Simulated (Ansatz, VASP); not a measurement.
# Cross-check of TlS between VASP and Ansatz, part 2 of 2

One calculation is typed for both programs; each brings its own data sets. How far apart do they land? The cell is taken from a series of runs on this material, whose earlier steps may have relaxed, scaled, displaced or heated it; both programs get it as it stands.

VASP 6.6.1 and Ansatz 0.2.0.

So far: Starting point; VASP: zone-centre phonons, PBEsol.

### 3. Ansatz: zone-centre phonons, PBEsol

Level of this step: Ansatz beside VASP: Kohn-Sham DFT, plane waves, PBEsol (Ansatz).

Ansatz runs on its PAW soft_1 files.

The same cell, functional, mesh and smearing now go to Ansatz, which takes its cutoff from its data sets.

The input, input.yaml:

```yaml
crystal:
  lattice:
    - [5.0205124799, 0.0, 0.0]
    - [0.0, 5.0205124799, 0.0]
    - [0.0, 0.0, 3.8257764856]
  atoms:
    - { symbol: Tl, position: [0.0, 0.0, 0.5] }
    - { symbol: Tl, position: [0.5, 0.5, 0.5] }
    - { symbol: S, position: [0.5, 0.0, 0.8175696614] }
    - { symbol: S, position: [0.0, 0.5, 0.1824303386] }
kpoints:
  mp_grid: { grid: [8, 8, 12] }
hamiltonian:
  xc: pbesol
  pseudopotentials: { kind: paw, azcp: { folder: soft_1 }, xc_functional: pbe }
scf:
  occupations: { method: methfessel_paxton, width: 0.2 }
output:
  eigenvalues: true
phonons:
  method: dfpt
```

On the command line:

```sh
> ansatz run input.yaml --threads 4 --pin off --max-ram 10240MiB --backend cpu --events-out ev --progress --plain --runs-dir out
```

Numbers of over 12 decimals in the logs are rounded to 6 here.

What it wrote:

```text
zone centre: on kpoints.mp_grid the ground state, and the responses unless they are solved on pairs of k-points, stand on 175 of the mesh's 768 k-points, reduced under 4 symmetry operations, with k and −k counted as one. Each operation leaves every solved displacement unchanged or reverses it
Engine: ansatz 0.2.0, aarch64-unknown-linux-gnu
Pseudopotentials: kind: paw
Pseudopotential: Tl, paw, valence charge 13, recommended cutoff 420 eV (normal), soft_1/Tl.paw.azcp
Pseudopotential: S, paw, valence charge 6, recommended cutoff 420 eV (normal), soft_1/S.paw.azcp
Functional definition: PBEsol
  exchange = pbesol_x
  correlation = pbesol_c
Crystal: 4 atoms, lattice volume = 96.431 Å³
Basis set: ecut = 420 eV, 1905 PW (Γ), exchange–correlation on 72×72×54 points (8 copies of the dense FFT grid, shifted against one another)
Bands: 23, of which v1, the nominal top of the filled ones, is band 19 counted from 1 (18 counted from 0)
Symmetry: 16 space group operations
k-points: 175 of 768 (irreducible under 4 space group operations, time reversal used)
Non-local potential: Tl, projectors of the file, l = 0: 2, l = 1: 2, l = 2: 2, l = 3: 1
Non-local potential: S, projectors of the file, l = 0: 2, l = 1: 2, l = 2: 1
PAW form: soft (Blöchl's): semilocal exchange-correlation on the pseudo side does not see the compensation charge
PAW frozen core: Tl, regenerated for the run's functional, and the local potential with it (the file was generated under x = pbe(κ = 0.804, μ = 0.219515), c = pbe(β = 0.066725))
PAW frozen core: S, regenerated for the run's functional, and the local potential with it (the file was generated under x = pbe(κ = 0.804, μ = 0.219515), c = pbe(β = 0.066725))
PAW one-centre angular grid: Tl, 590 points (default); XC on 64 Gauss nodes
PAW one-centre angular grid: S, 110 points (default); XC on 64 Gauss nodes
Initial density: superposition of atomic densities (chi_scale 0.1, normalization cell, long waves kept (reshape's long-wave potential 0.00 eV rms))
Initial wavefunctions: pseudopotential atomic-orbital guess
Functional: x = pbesol(κ = 0.804, μ = 0.123457), c = pbesol(β = 0.046)
SCF iter   1: F=—  HF=-24365.577046 eV  |F-HF|=—  |Δ(HF+E_count)|=         —  Δρ=1.95e-2  dr2=4.23e-1  ethr=3.10e-3  ⟨swp⟩=6.3  Hψ=19691  notcnv=0
preconditioner: auto → Kerker (q_TF=auto, 2.336 Å⁻¹)  [metal: Δε(μ)=0.015 eV  Ē_g=11.417 eV  σ=0.200 eV  W_gap=0.06  n_scr=18 (ndim 8)  ℏωp=23.3 eV  f_vac=0.000  D(μ)=2.69/eV (n_scr^D=18)]
SCF iter   2: F=—  HF=-24365.485601 eV  |F-HF|=—  |Δ(HF+E_count)|=   9.14e-2  S|Δr|=    0.00e0  Δρ=1.01e-2  dr2=1.22e-1  ethr=1.11e-3  ⟨swp⟩=1.0  Hψ=5444  notcnv=0
SCF iter   3: F=—  HF=-24365.448982 eV  |F-HF|=—  |Δ(HF+E_count)|=   3.66e-2  S|Δr|=    0.00e0  Δρ=1.96e-3  dr2=6.40e-3  ethr=3.20e-4  ⟨swp⟩=3.0  Hψ=7378  notcnv=0
SCF iter   4: F=—  HF=-24365.448001 eV  |F-HF|=—  |Δ(HF+E_count)|=   9.81e-4  S|Δr|=    0.00e0  Δρ=5.65e-4  dr2=6.06e-4  ethr=1.68e-5  ⟨swp⟩=2.3  Hψ=6615  notcnv=0
SCF iter   5: F=—  HF=-24365.447957 eV  |F-HF|=—  |Δ(HF+E_count)|=   4.39e-5  S|Δr|=    0.00e0  Δρ=1.42e-4  dr2=2.65e-5  ethr=1.59e-6  ⟨swp⟩=2.6  Hψ=6850  notcnv=0
SCF iter   6: F=—  HF=-24365.447967 eV  |F-HF|=—  |Δ(HF+E_count)|=   9.82e-6  S|Δr|=    0.00e0  Δρ=3.38e-5  dr2=1.79e-6  ethr=6.98e-8  ⟨swp⟩=2.1  Hψ=6366  notcnv=0
SCF iter   7: F=—  HF=-24365.447964 eV  |F-HF|=—  |Δ(HF+E_count)|=   2.43e-6  S|Δr|=    0.00e0  Δρ=1.06e-5  dr2=1.85e-7  ethr=4.70e-9  ⟨swp⟩=2.4  Hψ=6803  notcnv=0
SCF iter   8: F=—  HF=-24365.447964 eV  |F-HF|=—  |Δ(HF+E_count)|=   2.06e-8  S|Δr|=    0.00e0  Δρ=2.89e-6  dr2=1.24e-8  ethr=4.86e-10  ⟨swp⟩=2.3  Hψ=7169  notcnv=0
SCF iter   9: F=—  HF=-24365.447964 eV  |F-HF|=—  |Δ(HF+E_count)|=   2.66e-9  S|Δr|=    0.00e0  Δρ=7.17e-7  dr2=6.15e-10  ethr=3.26e-11  ⟨swp⟩=2.5  Hψ=7486  notcnv=0
SCF iter  10: F=—  HF=-24365.447964 eV  |F-HF|=—  |Δ(HF+E_count)|=  2.91e-11  S|Δr|=    0.00e0  Δρ=2.18e-7  dr2=6.26e-11  ethr=1.62e-12  ⟨swp⟩=2.5  Hψ=7709  notcnv=0
SCF iter  11: F=-24365.447964 eV  HF=-24365.447964 eV  |F-HF|=7.28e-12  |Δ(HF+E_count)|=  1.46e-11  S|Δr|=    0.00e0  Δρ=4.44e-8  dr2=1.59e-12  ethr=1.00e-12  ⟨swp⟩=6.6  Hψ=21539  notcnv=0
the search or the solves at the SCF's close seem to have found levels that the self-consistency loop had missed (the run counts 1). By its estimate they hold under 1e-12 electrons; where the run keeps them, the occupations were computed again with them
SCF 1 converged in 11 iterations: F = -24365.447964 eV  dr2 = 1.59e-12
  greatest PAW one-centre occupation: 0.966 electrons in one spin orbital (limit 2), on the Tl atom at site 1 (counted from 0), in its partial waves of l = 2
DFPT response loops at Γ: preconditioner auto → Kerker (q_TF=auto, 2.336 Å⁻¹) (partly filled bands, converged f_vac=0.000); β = 1.00, the filter's whole step (`scf.mixing.beta` (0.50) is not read by the response loops under this deck's `scf.mixing.preconditioner`; to damp them name `kerker` or `kerker_dos`, under which they read `scf.mixing.beta`, and type it under 1.00, their step now; both keys bind the ground state too); Broyden in place of MSR1
SCF converged after 11 iterations
Stability not checked: this state was not tested for a lower state beside it, because cold or Methfessel-Paxton smearing, or corrected tetrahedra, fill the levels in a way that the test cannot read (fill_not_monotonic; see scf.lower_state_search)
Free energy (F): -24365.447964 eV
Harris-Foulkes:  -24365.447964 eV  (|F-HF|=7.28e-12)
Internal energy: -24365.441021 eV  (E = F + TS)
E sigma→0 (E₀):  -24365.446228 eV
Entropy (-TS):   -0.006944 eV (-1.736 meV/atom)
Fermi energy:    8.348748 eV
--- Per-component energies (eV) ---
  E_band       = 1.503664
  E_kinetic    = 742.066154
  E_local      = -1987.247774  (includes V_loc(G=0)·N_el)
  E_nonlocal   = 705.504490
  E_hartree    = 727.253148
  E_xc         = -541.914776
  E_vxc        = -408.372896  (∫ρ·V_xc dr)
  E_paw        = -21263.475851  (= ΣΔE_a)
  E_vpaw       = -504.952522  (= ΣTr[D̂ρ^β])
  E_aug_tail   = -0.000087  (compensation charges beyond the density's cutoff)
  E_ewald      = -2747.826889
  E_core_change = 0.200564  (= ΣΔE_core)
  E_smearing   = -0.006944  (= −TS)
  E_closure    = -0.000000  (closes the sum)
  Σ components = -24365.447964   (vs F -24365.447964, Δ=0.00e0)
--- Band table (eV; the first three rows and the last of 175) ---
  k-point 0: bands = [... 15 lower, 3.9477, 6.3612, 6.3612, 7.3207, 7.3451, 11.7083, 14.0951, 14.0951]
  k-point 1: bands = [... 15 lower, 4.0028, 6.3720, 6.3720, 7.1454, 7.4301, 11.8680, 13.8242, 13.8242]
  k-point 2: bands = [... 15 lower, 4.1658, 6.3915, 6.3915, 6.7503, 7.6438, 12.1097, 13.2273, 13.2273]
  k-point 174: bands = [... 15 lower, 4.4293, 4.4321, 4.4321, 9.2140, 9.2140, 12.9005, 12.9005, 13.2674]
--- Phonons (Γ-DFPT): 4 representative perturbations + reference, on 175 of 768 k-points (Σ response iterations 12) ---
  k mesh reduced under 4 symmetry operations, with k and −k counted as one. Each operation leaves every solved displacement unchanged or reverses it
  ASR residual: 4.277e-5 → 0.000e0 eV/Å²; symmetrization residual: 1.216e-5 eV/Å²
  ASR residual per site (eV/Å²): 8.08e-6 8.08e-6 4.28e-5 4.28e-5
  Γ frequencies (cm⁻¹): 0.00 0.00 0.00 24.49 68.26 68.26 116.26 128.69 147.70 147.70 192.54 192.54
  non-analytic LO–TO correction: not included (Born effective charges unavailable; polar crystals: no LO–TO splitting at Γ)
```

### 4. Comparison

Known differences besides the potentials themselves: the cutoff is 420 eV in Ansatz and 500 eV in VASP; Ansatz makes its cores anew for this functional, VASP keeps those of its PBE data sets. Total energies have different zeros and are not compared.

Both answers:

| quantity | Ansatz | VASP | difference |
| --- | --- | --- | --- |
| optical mode 1 (cm⁻¹) | 24.5 | 23.3 | +1.2 |
| optical mode 2 to 3 (cm⁻¹) | 68.3 | 68.6 | -0.48 % |
| optical mode 4 (cm⁻¹) | 116.3 | 117.6 | -1.13 % |
| optical mode 5 (cm⁻¹) | 128.7 | 129.7 | -0.77 % |
| optical mode 6 to 7 (cm⁻¹) | 147.7 | 147.2 | +0.35 % |
| optical mode 8 to 9 (cm⁻¹) | 192.5 | 193.1 | -0.29 % |

Modes are paired by rising frequency, not by their patterns, so a pair may set unlike modes beside each other; they are those without the splitting of longitudinal modes.

### 5. What came out

```json
{
  "r.m.s. difference of the optical zone-centre modes, each program's sorted by frequency (zone-centre phonons, PBEsol)": "0.80 cm⁻¹",
  "difference in optical mode 4 (zone-centre phonons, PBEsol)": "-1.1 %"
}
```

In words: The r.m.s. difference of the optical zone-centre modes, each program's sorted by frequency is 0.80 cm⁻¹ (zone-centre phonons, PBEsol). Among the rows given in per cent, the largest difference of the zone-centre phonons, PBEsol pair is in optical mode 4, -1.1 %. How closely two codes agree says nothing of how well the functional describes the real material.

[Lines on the potential files, build, host, timing and source positions are cut from VASP's logs without a mark.]

[Logs are printed without paths, hosts, clocks, repeated set-up lines and the standing remarks that a program may print on its own settings, such as how far it seeks lower states.]

[Hosts, paths, dates, database ids (printed as entryN), source tags and the programs' standing remarks are cut or masked in the printed files.]
